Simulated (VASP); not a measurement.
A (110) film of C (diamond) is held to a substrate: the a axis is strained and b keeps its length, while the normal axis and the ions relax (no surfaces; a periodic cell). The unstrained cell:

```yaml
crystal:
  lattice:
    - [3.53549, 0.00000, 0.00000]
    - [0.00000, 2.50045, 0.00000]
    - [0.00000, 0.00000, 2.50045]
  atoms:
    - { symbol: C, position: [0.00000, 0.00000, 0.00000] }
    - { symbol: C, position: [0.25000, 0.00000, 0.50000] }
    - { symbol: C, position: [0.50000, 0.50000, 0.50000] }
    - { symbol: C, position: [0.75000, 0.50000, 0.00000] }
```

Method: LDA (Ceperley-Alder, Perdew-Zunger), VASP's LDA PAW potentials (set 64) (plane waves; VASP). The films relaxed at 620 eV, and energies and bands are at 520 eV on a 6×9×9 Γ-centred mesh. The normal strain counts from the bulk cell relaxed at the lower cut-off; gaps come from mesh and path in this cell's own zone, into which the crystal's zone is folded, and 0.00 means none. mBJ runs use the same cells.

```
strain along a (%)  strain along the normal (%)  E over the lowest row (meV/atom)  gap, LDA (eV)  gap, mBJ (eV)
------------------  ---------------------------  --------------------------------  -------------  -------------
-2                                          ___                               ___            ___            ___
-1                                        +0.05                               0.3           3.91           4.72
+1                                        -0.20                               0.0           4.00           4.83
+2                                          ___                               ___            ___            ___
```

Question: Fill in the missing entries.

Answer: 
- -2, strain along the normal (%): +0.19
- -2, E over the lowest row (meV/atom): 6.1
- -2, gap, LDA (eV): 3.64
- -2, gap, mBJ (eV): 4.44
- +2, strain along the normal (%): -0.30
- +2, E over the lowest row (meV/atom): 5.4
- +2, gap, LDA (eV): 3.84
- +2, gap, mBJ (eV): 4.67

Runs of the series that failed, ran out of time, didn't relax or are held back are left out.

The compound is C in the diamond structure.
